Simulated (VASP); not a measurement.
Method: PBE GGA, VASP's PBE PAW potentials (set 64) (plane waves; VASP).

A VASP calculation is set up with these files.

**INCAR**
```
ISMEAR=0
LMAXMIX=4
LCHARG=.False.
AMIX=1.0
ALGO=Normal   # blocked Davidson
ISIF=2
LASPH=.True.   # aspherical one-centre terms
PREC=Accurate
SYSTEM=InSb
BMIX=1.0
NELM=100   # most electronic steps
GGA=PE   # PBE
EDIFF=1E-6   # SCF stop (eV)
IMIX=1
SIGMA=0.05   # width (eV)
LWAVE=.False.
LREAL=.False.
ENCUT=400   # plane-wave cut-off (eV)
```

**KPOINTS**
```
kpoints
0
G
6 6 6
0 0 0
```

**POSCAR**
```
InSb
1
    0.0000000000     3.2400000000     3.2400000000
    3.2400000000     0.0000000000     3.2400000000
    3.2400000000     3.2400000000     0.0000000000
In Sb
1 1
Direct
  0.0000000000   0.0000000000   0.0000000000
  0.2500000000   0.2500000000   0.2500000000
```

POTCAR, in this order: In_d Sb (PBE.64 set). Program: vasp_std.

What VASP printed:

**OSZICAR**
```
       N       E                     dE             d eps       ncg     rms          rms(c)
DAV:   1     0.102252838448E+03    0.10225E+03   -0.70650E+03   416   0.112E+03
DAV:   2    -0.181782170500E-01   -0.10227E+03   -0.10030E+03   441   0.292E+02
DAV:   3    -0.681467680036E+01   -0.67965E+01   -0.66181E+01   536   0.811E+01
DAV:   4    -0.699300691934E+01   -0.17833E+00   -0.17826E+00   536   0.161E+01
DAV:   5    -0.699780286672E+01   -0.47959E-02   -0.47958E-02   561   0.204E+00    0.419E+00
DAV:   6    -0.693864352925E+01    0.59159E-01   -0.11247E+00   554   0.185E+01    0.881E-01
DAV:   7    -0.692837901800E+01    0.10265E-01   -0.79852E-01   539   0.163E+01    0.727E-01
DAV:   8    -0.691737814800E+01    0.11001E-01   -0.57283E-01   512   0.160E+01    0.688E-01
DAV:   9    -0.691003823768E+01    0.73399E-02   -0.44509E-01   499   0.134E+01    0.583E-01
DAV:  10    -0.690424396033E+01    0.57943E-02   -0.34256E-01   491   0.126E+01    0.541E-01
DAV:  11    -0.689994393613E+01    0.43000E-02   -0.26459E-01   491   0.105E+01    0.473E-01
DAV:  12    -0.689650511870E+01    0.34388E-02   -0.20449E-01   491   0.972E+00    0.422E-01
DAV:  13    -0.689397914873E+01    0.25260E-02   -0.15796E-01   491   0.821E+00    0.371E-01
DAV:  14    -0.689189899291E+01    0.20802E-02   -0.12213E-01   491   0.747E+00    0.328E-01
DAV:  15    -0.689041957700E+01    0.14794E-02   -0.94457E-02   496   0.638E+00    0.286E-01
DAV:  16    -0.688915769292E+01    0.12619E-02   -0.73008E-02   496   0.575E+00    0.254E-01
DAV:  17    -0.688828867745E+01    0.86902E-03   -0.56450E-02   496   0.494E+00    0.221E-01
DAV:  18    -0.688751819492E+01    0.77048E-03   -0.43617E-02   496   0.444E+00    0.197E-01
DAV:  19    -0.688701240502E+01    0.50579E-03   -0.33734E-02   496   0.383E+00    0.171E-01
DAV:  20    -0.688654233844E+01    0.47007E-03   -0.26078E-02   496   0.342E+00    0.152E-01
DAV:  21    -0.688624905026E+01    0.29329E-03   -0.20161E-02   496   0.297E+00    0.132E-01
DAV:  22    -0.688595947638E+01    0.28957E-03   -0.15578E-02   496   0.264E+00    0.118E-01
DAV:  23    -0.688579110344E+01    0.16837E-03   -0.12045E-02   496   0.230E+00    0.102E-01
DAV:  24    -0.688561199662E+01    0.17911E-03   -0.93058E-03   496   0.204E+00    0.913E-02
DAV:  25    -0.688551710485E+01    0.94892E-04   -0.71966E-03   496   0.178E+00    0.787E-02
DAV:  26    -0.688540537774E+01    0.11173E-03   -0.55583E-03   496   0.157E+00    0.706E-02
DAV:  27    -0.688535285108E+01    0.52527E-04   -0.42978E-03   496   0.138E+00    0.608E-02
DAV:  28    -0.688528244580E+01    0.70405E-04   -0.33189E-03   496   0.122E+00    0.546E-02
DAV:  29    -0.688525432213E+01    0.28124E-04   -0.25663E-03   496   0.106E+00    0.470E-02
DAV:  30    -0.688520948643E+01    0.44836E-04   -0.19814E-03   496   0.938E-01    0.421E-02
DAV:  31    -0.688519516291E+01    0.14324E-04   -0.15318E-03   496   0.823E-01    0.364E-02
DAV:  32    -0.688516621517E+01    0.28948E-04   -0.11824E-03   496   0.725E-01    0.325E-02
DAV:  33    -0.688515956129E+01    0.66539E-05   -0.91391E-04   496   0.636E-01    0.282E-02
DAV:  34    -0.688514062029E+01    0.18941E-04   -0.70548E-04   496   0.560E-01    0.251E-02
DAV:  35    -0.688513815417E+01    0.24661E-05   -0.54550E-04   496   0.491E-01    0.218E-02
DAV:  36    -0.688512556713E+01    0.12587E-04   -0.42115E-04   496   0.432E-01    0.193E-02
DAV:  37    -0.688512523578E+01    0.33135E-06   -0.32563E-04   496   0.380E-01    0.169E-02
DAV:  38    -0.688511672138E+01    0.85144E-05   -0.25140E-04   496   0.334E-01    0.149E-02
DAV:  39    -0.688511740357E+01   -0.68219E-06   -0.19435E-04   496   0.293E-01    0.130E-02
DAV:  40    -0.688511155007E+01    0.58535E-05   -0.15006E-04   496   0.258E-01    0.115E-02
DAV:  41    -0.688511263594E+01   -0.10859E-05   -0.11594E-04   496   0.227E-01    0.101E-02
DAV:  42    -0.688510854750E+01    0.40884E-05   -0.89513E-05   496   0.199E-01    0.883E-03
DAV:  43    -0.688510971874E+01   -0.11712E-05   -0.69133E-05   496   0.175E-01    0.783E-03
DAV:  44    -0.688510682050E+01    0.28982E-05   -0.53394E-05   496   0.154E-01    0.680E-03
DAV:  45    -0.688510792636E+01   -0.11059E-05   -0.41249E-05   496   0.135E-01    0.605E-03
DAV:  46    -0.688510584099E+01    0.20854E-05   -0.31862E-05   496   0.119E-01    0.524E-03
DAV:  47    -0.688510681537E+01   -0.97438E-06   -0.24614E-05   496   0.104E-01    0.467E-03
DAV:  48    -0.688510529572E+01    0.15196E-05   -0.19010E-05   496   0.918E-02    0.404E-03
DAV:  49    -0.688510611865E+01   -0.82293E-06   -0.14680E-05   496   0.807E-02    0.361E-03
DAV:  50    -0.688510499901E+01    0.11196E-05   -0.11339E-05   496   0.709E-02    0.312E-03
DAV:  51    -0.688510567791E+01   -0.67890E-06   -0.87551E-06   491   0.623E-02
   1 F= -.68851057E+01 E0= -.68849271E+01  d E =-.357089E-03
```

**OUTCAR**
```
------------------------ aborting loop because EDIFF is reached ----------------------------------------
  FORCE on cell =-STRESS in cart. coord.  units (eV):
  Direction    XX          YY          ZZ          XY          YZ          ZX
  --------------------------------------------------------------------------------------
  Total        1.3071935      1.3071935      1.3071935      0.0000000      0.0000000     -0.0000000
  in kB       30.7882808     30.7882808     30.7882808      0.0000000      0.0000000     -0.0000000
  external PRESSURE =      30.7882808 kB  Pullay stress =       0.0000000 kB
  volume of cell :       68.02
      direct lattice vectors                 reciprocal lattice vectors
     0.000000000  3.240000000  3.240000000    -0.154320988  0.154320988  0.154320988
     3.240000000  0.000000000  3.240000000     0.154320988 -0.154320988  0.154320988
     3.240000000  3.240000000  0.000000000     0.154320988  0.154320988 -0.154320988
  FREE ENERGIE OF THE ION-ELECTRON SYSTEM (eV)
  ---------------------------------------------------
  free  energy   TOTEN  =        -6.8851056779 eV

  energy  without entropy=       -6.8847485892  energy(sigma->0) =       -6.88492713
```
(Selected blocks of OUTCAR.)

The compound is InSb in the zinc blende structure. The cell was not relaxed at this level. The run is one of a series of settings (AMIX = 1.0, BMIX = 1.0, IMIX = 1 against the base run), some of them coarse on purpose.
